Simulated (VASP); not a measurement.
Method: rev-vdW-DF2, VASP's PBE PAW potentials (set 64) (plane waves; VASP 6.6.1).

Input for VASP

### KPOINTS
```
Automatic
0
Gamma
 10 10 10
0 0 0
```

**INCAR**
```
AGGAC  =  0.0
ALGO  =  Normal
EDIFF  =  1E-6
EDIFFG  =  -0.01
ENCUT  =  520
GGA  =  MK
IBRION  =  2
ISIF  =  3
ISMEAR  =  1
LASPH  =  .TRUE.
LCHARG  =  .FALSE.
LREAL  =  .FALSE.
LUSE_VDW  =  .TRUE.
LWAVE  =  .FALSE.
NELM  =  100
NSW  =  60
PARAM1  =  0.1234568
PARAM2  =  0.7114
PREC  =  Accurate
SIGMA  =  0.1
SYSTEM  =  Ca
ZAB_VDW  =  -1.8867
```

### POSCAR
```
Ca
1.0
  0.0000000000   2.7324248806   2.7324248806
  2.7324248806   0.0000000000   2.7324248806
  2.7324248806   2.7324248806   0.0000000000
Ca
1
Cart
  0.0000000000   0.0000000000   0.0000000000
```

POTCAR, in this order: Ca_sv (PBE.64 set). Program: vasp_std.

The resulting files:

File OUTCAR:
```
 ion  position               nearest neighbor table
   1  0.000  0.000  0.000-
  LATTYP: Found a face centered cubic cell.
 ALAT       =     5.4648497612
 Subroutine PRICEL returns:
 Original cell was already a primitive cell.
 Subroutine GETGRP returns: Found 48 space group operations
The static configuration has the point symmetry O_h .
The dynamic configuration has the point symmetry O_h .
 Subroutine INISYM returns: Found 48 space group operations
 Subroutine IBZKPT returns following result:
 Found     47 irreducible k-points:

 Following reciprocal coordinates:
            Coordinates               Weight
  0.000000  0.000000  0.000000      1.000000
  0.100000  0.000000  0.000000      8.000000
  0.200000  0.000000  0.000000      8.000000
  0.300000  0.000000  0.000000      8.000000
  0.400000  0.000000  0.000000      8.000000
  0.500000  0.000000  0.000000      4.000000
  0.100000  0.100000  0.000000      6.000000
  0.200000  0.100000  0.000000     24.000000
  0.300000  0.100000  0.000000     24.000000
  0.400000  0.100000  0.000000     24.000000
  0.500000  0.100000  0.000000     24.000000
 -0.400000  0.100000  0.000000     24.000000
 -0.300000  0.100000  0.000000     24.000000
 -0.200000  0.100000  0.000000     24.000000
 -0.100000  0.100000  0.000000     12.000000
  0.200000  0.200000  0.000000      6.000000
  0.300000  0.200000  0.000000     24.000000
  0.400000  0.200000  0.000000     24.000000
  0.500000  0.200000  0.000000     24.000000
 -0.400000  0.200000  0.000000     24.000000
 -0.300000  0.200000  0.000000     24.000000
 -0.200000  0.200000  0.000000     12.000000
  0.300000  0.300000  0.000000      6.000000
  0.400000  0.300000  0.000000     24.000000
  0.500000  0.300000  0.000000     24.000000
...
```

### OSZICAR
```
       N       E                     dE             d eps       ncg     rms          rms(c)
DAV:   1     0.626738633312E+02    0.62674E+02   -0.51416E+03   846   0.100E+03
DAV:   2     0.158249955936E+01   -0.61091E+02   -0.60895E+02   867   0.223E+02
DAV:   3     0.247623521782E+00   -0.13349E+01   -0.13157E+01  1333   0.343E+01
DAV:   4     0.209716383760E+00   -0.37907E-01   -0.37874E-01  1221   0.469E+00
DAV:   5     0.207825164296E+00   -0.18912E-02   -0.18880E-02  1374   0.478E-01    0.209E+00
DAV:   6     0.214189033563E+00    0.63639E-02   -0.13574E-02  1080   0.136E+00    0.128E+00
DAV:   7     0.214365769057E+00    0.17674E-03   -0.19865E-02  1024   0.177E+00    0.103E-01
DAV:   8     0.214762744474E+00    0.39698E-03   -0.22349E-03  1002   0.504E-01    0.256E-02
DAV:   9     0.214728252633E+00   -0.34492E-04   -0.14118E-04  1264   0.101E-01    0.634E-03
DAV:  10     0.214728798625E+00    0.54599E-06   -0.11481E-05  1203   0.341E-02    0.194E-03
DAV:  11     0.214729014999E+00    0.21637E-06   -0.69956E-07   862   0.715E-03
   1 F= 0.21472901E+00 E0= 0.21493059E+00  d E =0.214729E+00
```

### OUTCAR
```
------------------------ aborting loop because EDIFF is reached ----------------------------------------
  FORCE on cell =-STRESS in cart. coord.  units (eV):
  Direction    XX          YY          ZZ          XY          YZ          ZX
  --------------------------------------------------------------------------------------
  Total       -0.0016102     -0.0016102     -0.0016102      0.0000000      0.0000000      0.0000000
  in kB       -0.0632289     -0.0632289     -0.0632289      0.0000000      0.0000000      0.0000000
  external PRESSURE =      -0.0632289 kB  Pullay stress =       0.0000000 kB
  volume of cell :       40.80
      direct lattice vectors                 reciprocal lattice vectors
     0.000000000  2.732424881  2.732424881    -0.182987647  0.182987647  0.182987647
     2.732424881  0.000000000  2.732424881     0.182987647 -0.182987647  0.182987647
     2.732424881  2.732424881  0.000000000     0.182987647  0.182987647 -0.182987647
 POSITION                                       TOTAL-FORCE (eV/Angst)
 -----------------------------------------------------------------------------------
      0.00000      0.00000      0.00000        -0.000000      0.000000     -0.000000
 -----------------------------------------------------------------------------------
    total drift:                               -0.000000     -0.000000     -0.000000
  FREE ENERGIE OF THE ION-ELECTRON SYSTEM (eV)
  ---------------------------------------------------
  free  energy   TOTEN  =         0.2147290150 eV

  energy  without entropy=        0.2153337389  energy(sigma->0) =        0.21493059

 reached required accuracy - stopping structural energy minimisation
```
(Selected blocks of OUTCAR.)

The compound is Ca in the fcc structure. It was relaxed first, which changed the volume by -6 %. The start is the result of an earlier pass.
